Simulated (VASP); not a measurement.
# 1T-SnSe2 monolayer and its bilayer

Aim: relax 1T-SnSe2 monolayer, place its levels against the vacuum, then find how two sheets stack and bind.

Main program and level: VASP 6.6.1; optB86b-vdW; plane waves and PAW (Sn, Se), in the first sound run; inputs show where later runs differ.

## Step 1: Set-up

The cell holds 3 atoms: 1 Sn and 2 Se. Its edges and angles: a = 3.860 Å, b = 3.860 Å, c = 22.000 Å, α = 90.0°, β = 90.0°, γ = 120.0°. Vacuum lies along c.

As a file:

```cif
data_structure
_symmetry_space_group_name_H-M 'P 1'
_symmetry_Int_Tables_number 1
_cell_length_a 3.8600
_cell_length_b 3.8600
_cell_length_c 22.0000
_cell_angle_alpha 90.000
_cell_angle_beta 90.000
_cell_angle_gamma 120.000
_cell_volume 283.88
loop_
_atom_site_label
_atom_site_type_symbol
_atom_site_fract_x
_atom_site_fract_y
_atom_site_fract_z
_atom_site_occupancy
Sn1 Sn 0.00000 0.00000 0.50000 1
Se2 Se 0.33333 0.66667 0.43182 1
Se3 Se 0.66667 0.33333 0.56818 1
```

## Step 2: Relaxing the monolayer

The sheet's cell relaxes in its plane with the atoms, while the vacuum is kept.

File INCAR:

```
SYSTEM = SnSe2
PREC = Normal
ENCUT = 350
EDIFF = 1E-06
NELM = 120
ISMEAR = 0
SIGMA = 0.03
LREAL = .FALSE.
ALGO = Normal
GGA = MK
AGGAC = 0
LUSE_VDW = .TRUE.
PARAM1 = 0.1234
PARAM2 = 1
LASPH = .TRUE.
NBANDS = 14
LORBIT = 11
LWAVE = .FALSE.
LCHARG = .FALSE.
KPAR = 4
IBRION = 2
NSW = 50
ISIF = 3
EDIFFG = -0.015
POTIM = 0.4
IDIPOL = 3
LDIPOL = .TRUE.
DIPOL = 0.5 0.5 0.5
LATTICE_CONSTRAINTS = .TRUE. .TRUE. .FALSE.
```

File POSCAR:

```
SnSe2
1.0
    3.8600000000      0.0000000000      0.0000000000
   -1.9300000000      3.3428580586      0.0000000000
    0.0000000000      0.0000000000     22.0000000000
Sn Se
1 2
Direct
    0.0000000000      0.0000000000      0.5000000000
    0.3333333333      0.6666666667      0.4318181818
    0.6666666667      0.3333333333      0.5681818182
```

File KPOINTS:

```
Automatic mesh
0
Gamma
9 9 1
0 0 0
```

The projector-augmented-wave data sets are Sn and Se (PBE family, release 64).

On the command line:

```console
$ mpirun -np 4 vasp_std
```

Output:

```text
[banner, memory and clock lines left out]
running    4 mpi-ranks, on    1 nodes
 distrk:  each k-point on    1 cores,    4 groups
 distr:  one band on    1 cores,    1 groups

 POSCAR found type information on POSCAR SnSe
 POSCAR found :  2 types and       3 ions
|                                                                             |
|               ----> ADVICE to this user running VASP <----                  |
|                                                                             |
|     You have switched on vdW-DFT.                                           |
|     This routine was written and supplied by Jiri Klimes. We recommend      |
|     that you carefully read and cite the following publications:            |
|       J. Klimes, D.R. Bowler, A. Michelides                                 |
|          J. Phys.: Cond Matt. 22 022201 (2010)                              |
|       J. Klimes, D.R. Bowler, A. Michelides                                 |
|          Phys. Rev. B. 83, 195131 (2011)                                    |
|     and references therein.                                                 |
|                                                                             |

|                                                                             |
|               ----> ADVICE to this user running VASP <----                  |
|                                                                             |
|     You enforced a specific xc type in the INCAR file but a different       |
|     [... a line on the potential file left out ...]
|     I HOPE YOU KNOW WHAT YOU ARE DOING!                                     |
|                                                                             |

 LDA part: xc-table for (Slater+PW92), standard interpolation
 POSCAR, INCAR and KPOINTS ok, starting setup
 FFT: planning ... GRIDC
 FFT: planning ... GRID_SOFT
 FFT: planning ... GRID
 WAVECAR not read
 entering main loop
       N       E                     dE             d eps       ncg     rms          rms(c)
DAV:   1     0.103028543768E+03    0.10303E+03   -0.37421E+03   336   0.571E+02
DAV:   2     0.438380619544E+01   -0.98645E+02   -0.92978E+02   614   0.125E+02
DAV:   3    -0.606770466607E+01   -0.10452E+02   -0.10326E+02   432   0.510E+01
DAV:   4    -0.629778065098E+01   -0.23008E+00   -0.22949E+00   434   0.889E+00
DAV:   5    -0.630158200992E+01   -0.38014E-02   -0.37980E-02   426   0.110E+00    0.500E+00
DAV:   6    -0.600393807927E+01    0.29764E+00   -0.33546E-01   456   0.314E+00    0.312E+00
DAV:   7    -0.595981625854E+01    0.44122E-01   -0.22979E-01   396   0.238E+00    0.629E-01
DAV:   8    -0.595429289126E+01    0.55234E-02   -0.16720E-02   432   0.811E-01    0.232E-01
DAV:   9    -0.595454445181E+01   -0.25156E-03   -0.24482E-03   378   0.304E-01    0.678E-02
DAV:  10    -0.595452173142E+01    0.22720E-04   -0.78727E-05   438   0.600E-02    0.250E-02
DAV:  11    -0.595457904845E+01   -0.57317E-04   -0.48626E-05   372   0.459E-02    0.636E-03
DAV:  12    -0.595459607635E+01   -0.17028E-04   -0.14391E-06   348   0.807E-03    0.538E-03
DAV:  13    -0.595464969177E+01   -0.53615E-04   -0.81875E-06   372   0.126E-02    0.275E-03
DAV:  14    -0.595465444572E+01   -0.47539E-05   -0.22302E-07   360   0.267E-03    0.125E-03
DAV:  15    -0.595468968728E+01   -0.35242E-04   -0.95053E-06   372   0.943E-03    0.267E-03
DAV:  16    -0.595468990515E+01   -0.21787E-06   -0.14444E-07   354   0.187E-03
   1 F= -.59546899E+01 E0= -.59546899E+01  d E =-.595469E+01
 curvature:   0.00 expect dE= 0.000E+00 dE for cont linesearch  0.000E+00
 trial: gam= 0.00000 g(F)=  0.656E-01 g(S)=  0.186E-01 ort = 0.000E+00 (trialstep = 0.100E+01)
 search vector abs. value=  0.842E-01
 bond charge predicted
       N       E                     dE             d eps       ncg     rms          rms(c)
DAV:   1    -0.600789863083E+01   -0.53209E-01   -0.27955E+00   336   0.920E+00    0.758E-01
DAV:   2    -0.600946525844E+01   -0.15666E-02   -0.15072E-01   420   0.234E+00    0.488E-01
DAV:   3    -0.600568505221E+01    0.37802E-02   -0.60733E-03   408   0.432E-01    0.233E-01
DAV:   4    -0.600437094066E+01    0.13141E-02   -0.19816E-03   426   0.243E-01    0.488E-02
DAV:   5    -0.600426570228E+01    0.10524E-03   -0.18642E-04   462   0.779E-02    0.364E-02
DAV:   6    -0.600426828096E+01   -0.25787E-05   -0.18700E-05   414   0.233E-02    0.424E-03
DAV:   7    -0.600426717698E+01    0.11040E-05   -0.14600E-06   310   0.788E-03    0.289E-03
DAV:   8    -0.600426640973E+01    0.76724E-06   -0.57226E-07   354   0.412E-03
   2 F= -.60042664E+01 E0= -.60042664E+01  d E =-.495765E-01
[...]
3 F= -.60065452E+01 E0= -.60065452E+01  d E =-.518553E-01
[...]
4 F= -.60297477E+01 E0= -.60297477E+01  d E =-.232025E-01
[...]
5 F= -.60433375E+01 E0= -.60433375E+01  d E =-.367923E-01
 curvature:  -1.79 expect dE=-0.144E-03 dE for cont linesearch -0.116E-03
 ZBRENT: extrapolating
 opt :   2.6506  next Energy=    -6.043447 (dE=-0.369E-01)
 bond charge predicted
       N       E                     dE             d eps       ncg     rms          rms(c)
DAV:   1    -0.604370532214E+01   -0.36855E-03   -0.22421E-02   390   0.831E-01    0.780E-02
DAV:   2    -0.604350514549E+01    0.20018E-03   -0.94063E-04   426   0.180E-01    0.399E-02
DAV:   3    -0.604344677151E+01    0.58374E-04   -0.14188E-04   354   0.628E-02    0.163E-02
DAV:   4    -0.604344079772E+01    0.59738E-05   -0.69291E-06   396   0.159E-02    0.930E-03
DAV:   5    -0.604343915118E+01    0.16465E-05   -0.32588E-06   372   0.105E-02    0.387E-03
DAV:   6    -0.604343867706E+01    0.47412E-06   -0.23183E-07   318   0.308E-03
   6 F= -.60434387E+01 E0= -.60434387E+01  d E =-.368935E-01
 curvature:  -1.70 expect dE=-0.234E-05 dE for cont linesearch -0.591E-06
 trial: gam= 0.00000 g(F)=  0.217E-08 g(S)=  0.138E-05 ort =-0.111E-03 (trialstep = 0.137E+01)
 search vector abs. value=  0.138E-05
 reached required accuracy - stopping structural energy minimisation
```

Wall time 2.5 min (4 MPI ranks of AMD EPYC 9R45, shared host); peak memory 1.5 GiB.

Lines that name or quote the potential files are left out of all logs, and their timing lines are given in words.

OUTCAR, selected parts (step 2):

```text
ion  position               nearest neighbor table
   1  0.000  0.000  0.500-   2 2.69   3 2.69   2 2.69   3 2.69   3 2.69   2 2.69
   2  0.333  0.667  0.432-   1 2.69   1 2.69   1 2.69
   3  0.667  0.333  0.568-   1 2.69   1 2.69   1 2.69

  LATTYP: Found a hexagonal cell.
 ALAT       =     3.8600000000
 C/A-ratio  =     5.6994818653

 Subroutine GETGRP returns: Found 12 space group operations
 (whereof 12 operations were pure point group operations)

The static configuration has the point symmetry D_3d.

 Found     12 irreducible k-points:

   k-points           NKPTS =     12   k-points in BZ     NKDIM =     12   number of bands    NBANDS=     14

   dimension x,y,z NGX =    18 NGY =   18 NGZ =  108
   dimension x,y,z NGXF=    36 NGYF=   36 NGZF=  216

   ENCUT  =  350.0 eV  25.72 Ry    5.07 a.u.   5.89  5.89 33.56*2*pi/ulx,y,z

   NELECT =      16.0000    total number of electrons

 k-points in reciprocal lattice and weights: Automatic mesh
   0.00000000  0.00000000  0.00000000       0.012
   0.11111111 -0.00000000  0.00000000       0.074
   0.22222222 -0.00000000  0.00000000       0.074
   0.33333333 -0.00000000  0.00000000       0.074
   0.44444444 -0.00000000  0.00000000       0.074
   0.11111111  0.11111111  0.00000000       0.074
   0.22222222  0.11111111  0.00000000       0.148
   0.33333333  0.11111111  0.00000000       0.148
   0.44444444  0.11111111  0.00000000       0.074
   0.22222222  0.22222222  0.00000000       0.074
   0.33333333  0.22222222  0.00000000       0.148
   0.33333333  0.33333333  0.00000000       0.025

 dipolmoment           0.000000      0.000000     -0.000000 electrons x Angstroem

 average (electrostatic) potential at core
       1 -52.5521       2 -60.9514       3 -60.9514

 E-fermi :  -3.4264

 k-point     1 :       0.0000    0.0000    0.0000
  band No.  band energies     occupation
    ...
      4      -4.7608      2.00000
      5      -4.0284      2.00000
      6      -4.0284      2.00000
      7      -3.6401      2.00000
      8      -3.6401      2.00000
      9      -2.0633      0.00000
     10      -0.4600      0.00000
     11       1.0093      0.00000
     12       1.0093      0.00000
     13       1.5598      0.00000
    ...

 k-point     2 :       0.1111   -0.0000    0.0000
  band No.  band energies     occupation
    ...
      4      -5.0136      2.00000
      5      -4.7012      2.00000
      6      -4.3911      2.00000
      7      -4.2448      2.00000
      8      -3.5672      2.00000
      9      -1.5098      0.00000
     10       0.1329      0.00000
     11       0.8376      0.00000
     12       1.2786      0.00000
     13       1.7006      0.00000
    ...

 k-point     3 :       0.2222   -0.0000    0.0000
  band No.  band energies     occupation
    ...
      4      -6.3657      2.00000
      5      -5.2757      2.00000
      6      -4.9702      2.00000
      7      -4.4985      2.00000
      8      -3.6399      2.00000
      9      -1.6061      0.00000
     10       0.3576      0.00000
     11       1.7026      0.00000
     12       1.7855      0.00000
     13       2.0385      0.00000
    ...

Total vdW correction in eV:      4.1882395

  Total        0.0073109      0.0073109     -0.0185694      0.0000000      0.0000000      0.0000000
  in kB        0.0419217      0.0419217     -0.1064796      0.0000000      0.0000000      0.0000000
  external PRESSURE =      -0.0075454 kB  Pullay stress =       0.0000000 kB

  energy-cutoff  :      350.00
  volume of cell :      279.41
      direct lattice vectors                 reciprocal lattice vectors
     3.829515133  0.000000000  0.000000000     0.261129664  0.150763282  0.000000000
    -1.914757567  3.316457390  0.000000000    -0.000000000  0.301526564  0.000000000
     0.000000000  0.000000000 22.000000000     0.000000000  0.000000000  0.045454545

 POSITION                                       TOTAL-FORCE (eV/Angst)
 -----------------------------------------------------------------------------------
      0.00000      0.00000     11.00000         0.000000      0.000000      0.000000
     -0.00000      2.21097      9.39602         0.000000     -0.000000     -0.000168
      1.91476      1.10549     12.60398        -0.000000      0.000000      0.000168
 -----------------------------------------------------------------------------------
    total drift:                                0.000000     -0.000000     -0.000000

  FREE ENERGIE OF THE ION-ELECTRON SYSTEM (eV)
  ---------------------------------------------------
  free  energy   TOTEN  =        -6.0434386771 eV

  energy  without entropy=       -6.0434386771  energy(sigma->0) =       -6.04343868

Total vdW correction in eV:      4.1881956

 reached required accuracy - stopping structural energy minimisation

 vacuum level on the upper side and lower side of the slab         2.504         2.504

 total charge
# of ion       s       p       d       tot
------------------------------------------
    1        1.281   1.490   0.304   3.075
    2        1.487   2.299   0.024   3.810
    3        1.487   2.299   0.024   3.810
--------------------------------------------------
tot          4.255   6.089   0.352  10.695

[... 3 further parts left out ...]
```

The gap is read on the k-mesh alone, so it is an upper bound where the band edges lie off the mesh. The PAW data sets were made with PBE, which is usual practice but a small mismatch for other functionals. The data set Sn keeps the semicore shell frozen, which is cheaper and a little less accurate. The run keeps the 12 symmetry operations of its start, so it cannot find a distortion of lower symmetry.

Relaxation path:

```tsv
step	energy less that of the first step (eV)	largest force (eV/Å)	pressure (GPa)	volume (Å³)
1	0.0000	0.9221	0.84	283.88
2	-0.0496	0.4061	0.02	290.12
3	-0.0519	0.2769	-0.18	291.84
4	-0.0751	0.1708	-0.11	286.86
5	-0.0886	0.0168	-0.01	280.08
6	-0.0887	0.0002	0.00	279.41
```

```tsv
cell as run	before	after	change
a (Å)	3.860	3.830	-0.8 %
b (Å)	3.860	3.830	-0.8 %
```

The atoms that moved most (Å, along periodic axes as changes of fractional coordinates times the final cell, across vacuum about the mean position):

```tsv
atom	dx	dy	dz	length
Se2	0.000	0.000	-0.104	0.104
Se3	0.000	0.000	0.104	0.104
```

Final coordinates:

```
Sn Se
1.0
     3.82952    0.00000    0.00000
    -1.91476    3.31646    0.00000
     0.00000    0.00000   22.00000
Sn Se
1 2
Direct
  0.00000 0.00000 0.50000
  0.33333 0.66667 0.42709
  0.66667 0.33333 0.57291
```

This step gave:

| Item | Value |
| --- | --- |
| electronic steps | 64 |
| electrons | 16 |
| free energy (TOTEN) | -6.043 eV |
| Fermi energy | -3.426 eV |
| metallic | no |
| dipole moment | 0, 0, 0 e·Å |
| gap on the k-mesh | 0.7804 eV |
| least direct gap on the k-mesh | 1.117 eV |

The run ended after 6 ionic steps, 0.089 eV below its first step, once forces and stress met EDIFFG = -0.015.

## Step 3: A second relaxation

The plane waves were chosen for the start cell, so the relaxation is repeated from its end.

INCAR: that of step 2 with these lines changed.

```diff
@@ -21,3 +21,3 @@
 IBRION = 2
-NSW = 50
+NSW = 30
 ISIF = 3
```

File POSCAR:

```
SnSe2
1.0
    3.8295151334      0.0000000000      0.0000000000
   -1.9147575667      3.3164573897      0.0000000000
    0.0000000000      0.0000000000     22.0000000000
Sn Se
1 2
Direct
    0.0000000000      0.0000000000      0.5000000000
    0.3333333333      0.6666666667      0.4270917556
    0.6666666667      0.3333333333      0.5729082444
```

KPOINTS is that of step 2.

On the command line:

```console
$ mpirun -np 4 vasp_std
```

Output:

```text
[banner, memory and clock lines left out]
running    4 mpi-ranks, on    1 nodes
 distrk:  each k-point on    1 cores,    4 groups
 distr:  one band on    1 cores,    1 groups

 POSCAR found type information on POSCAR SnSe
 POSCAR found :  2 types and       3 ions
 [... a notice as in an earlier step ...]

 [... a notice as in an earlier step ...]

 LDA part: xc-table for (Slater+PW92), standard interpolation
 POSCAR, INCAR and KPOINTS ok, starting setup
 FFT: planning ... GRIDC
 FFT: planning ... GRID_SOFT
 FFT: planning ... GRID
 WAVECAR not read
 entering main loop
       N       E                     dE             d eps       ncg     rms          rms(c)
DAV:   1     0.105678357741E+03    0.10568E+03   -0.38442E+03   336   0.574E+02
DAV:   2     0.513991503086E+01   -0.10054E+03   -0.93804E+02   586   0.123E+02
DAV:   3    -0.608126353168E+01   -0.11221E+02   -0.10994E+02   456   0.524E+01
DAV:   4    -0.634309461068E+01   -0.26183E+00   -0.26090E+00   402   0.955E+00
DAV:   5    -0.634751272005E+01   -0.44181E-02   -0.44164E-02   420   0.121E+00    0.469E+00
DAV:   6    -0.608208758636E+01    0.26543E+00   -0.29693E-01   438   0.304E+00    0.292E+00
DAV:   7    -0.604723770013E+01    0.34850E-01   -0.19198E-01   384   0.218E+00    0.589E-01
DAV:   8    -0.604318507239E+01    0.40526E-02   -0.10723E-02   426   0.695E-01    0.230E-01
DAV:   9    -0.604323659472E+01   -0.51522E-04   -0.21963E-03   360   0.285E-01    0.691E-02
DAV:  10    -0.604314325095E+01    0.93344E-04   -0.70156E-05   444   0.574E-02    0.246E-02
DAV:  11    -0.604305847078E+01    0.84780E-04   -0.57518E-05   372   0.485E-02    0.722E-03
DAV:  12    -0.604304032746E+01    0.18143E-04   -0.18469E-06   438   0.886E-03    0.740E-03
DAV:  13    -0.604307219447E+01   -0.31867E-04   -0.18327E-05   348   0.208E-02    0.477E-03
DAV:  14    -0.604309727791E+01   -0.25083E-04   -0.27740E-06   388   0.722E-03    0.378E-03
DAV:  15    -0.604317606713E+01   -0.78789E-04   -0.25681E-05   390   0.164E-02    0.343E-03
DAV:  16    -0.604317575712E+01    0.31001E-06   -0.33286E-07   360   0.252E-03
   1 F= -.60431758E+01 E0= -.60431758E+01  d E =-.604318E+01
 curvature:   0.00 expect dE= 0.000E+00 dE for cont linesearch  0.000E+00
 trial: gam= 0.00000 g(F)=  0.148E-07 g(S)=  0.107E-05 ort = 0.000E+00 (trialstep = 0.100E+01)
 search vector abs. value=  0.108E-05
 reached required accuracy - stopping structural energy minimisation
```

Run time: 31 s. Hardware: 4 MPI ranks; peak memory 1.5 GiB.

Parts of OUTCAR (step 3):

```text
  LATTYP: Found a hexagonal cell.
 ALAT       =     3.8295151334
 C/A-ratio  =     5.7448526076

The static configuration has the point symmetry D_3d.

 Found     12 irreducible k-points:

   ENCUT  =  350.0 eV  25.72 Ry    5.07 a.u.   5.84  5.84 33.56*2*pi/ulx,y,z

   NELECT =      16.0000    total number of electrons

 dipolmoment           0.000000      0.000000      0.000000 electrons x Angstroem

 E-fermi :  -3.4262

 k-point     1 :       0.0000    0.0000    0.0000
  band No.  band energies     occupation
    ...
      4      -4.7600      2.00000
      5      -4.0275      2.00000
      6      -4.0275      2.00000
      7      -3.6392      2.00000
      8      -3.6392      2.00000
      9      -2.0625      0.00000
     10      -0.4592      0.00000
     11       1.0101      0.00000
     12       1.0101      0.00000
     13       1.5544      0.00000
    ...

 k-point     2 :       0.1111   -0.0000    0.0000
  band No.  band energies     occupation
    ...
      4      -5.0127      2.00000
      5      -4.7004      2.00000
      6      -4.3903      2.00000
      7      -4.2440      2.00000
      8      -3.5663      2.00000
      9      -1.5090      0.00000
     10       0.1338      0.00000
     11       0.8392      0.00000
     12       1.2795      0.00000
     13       1.7035      0.00000
    ...

Total vdW correction in eV:      4.1882111

  Total        0.0064393      0.0064393     -0.0216871     -0.0000000      0.0000000      0.0000000
  in kB        0.0369241      0.0369241     -0.1243571     -0.0000000      0.0000000      0.0000000
  external PRESSURE =      -0.0168363 kB  Pullay stress =       0.0000000 kB

  energy-cutoff  :      350.00
  volume of cell :      279.41
      direct lattice vectors                 reciprocal lattice vectors
     3.829515133  0.000000000  0.000000000     0.261129664  0.150763282  0.000000000
    -1.914757567  3.316457390  0.000000000     0.000000000  0.301526564  0.000000000
     0.000000000  0.000000000 22.000000000     0.000000000  0.000000000  0.045454545

 POSITION                                       TOTAL-FORCE (eV/Angst)
 -----------------------------------------------------------------------------------
      0.00000      0.00000     11.00000        -0.000000      0.000000      0.000000
     -0.00000      2.21097      9.39602        -0.000000      0.000000     -0.000438
      1.91476      1.10549     12.60398         0.000000      0.000000      0.000438
 -----------------------------------------------------------------------------------
    total drift:                                0.000000      0.000000     -0.000000

  FREE ENERGIE OF THE ION-ELECTRON SYSTEM (eV)
  ---------------------------------------------------
  free  energy   TOTEN  =        -6.0431757571 eV

  energy  without entropy=       -6.0431757571  energy(sigma->0) =       -6.04317576

Total vdW correction in eV:      4.1882644

 vacuum level on the upper side and lower side of the slab         2.507         2.507

 total charge
# of ion       s       p       d       tot
------------------------------------------
    1        1.281   1.490   0.304   3.075
    2        1.487   2.299   0.024   3.810
    3        1.487   2.299   0.024   3.810
--------------------------------------------------
tot          4.255   6.088   0.352  10.695

[... 5 parts as in an earlier step ...]

[... 6 further parts left out ...]
```

Little changed from the start: no atom moved by 0.005 Å and no cell edge by 0.1 %.

Numbers from this step:

| Item | Value |
| --- | --- |
| electronic steps | 16 |
| gap on the k-mesh | 0.7803 eV |

The start already met the threshold, so nothing moved.

(Part 1 of 5 ends here.)

[Lines on the potential files, build, host, timing and source positions are cut from VASP's logs without a mark.]

[Logs are printed without paths, hosts, clocks, repeated set-up lines and the standing remarks that a program may print on its own settings, such as how far it seeks lower states.]

[Hosts, paths, dates, database ids (printed as entryN), source tags and the programs' standing remarks are cut or masked in the printed files.]

[Runs that stopped without an error message from VASP are left out.]
